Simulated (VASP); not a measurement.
Here is the system:

```
NbSi2
1.0
    4.35296     0.00000     0.00000
   -2.17648     3.76977     0.00000
    0.00000     0.00000     2.64379
Nb Si
1 2
Cartesian
  0.00000   0.00000   0.00000
  0.00000   2.51318   1.32189
  2.17648   1.25659   1.32189
```

Calculation: PBEsol GGA, VASP's PBE PAW potentials (set 64) (plane waves; VASP 6.6.1). Numerical set-up: 400 eV cut-off, Gaussian smearing of 0.050 eV, potentials Nb_sv Si.

### Question
Estimate the band gap (along the path) with the smallest direct gap where there is one.

### Answer

```json
{
  "band gap (along the path)": "none (metal, semimetal or under 0.01 eV)"
}
```

Total energies compare only between runs with the same potentials, cut-off and functional.

The structure was generated: NbSi2 was put into the AlB2 type (P6/mmm), which need not be its known phase. It was relaxed first, which changed the volume by -39 %. The electron count is odd and the run is not spin-polarised, which forces a metal.
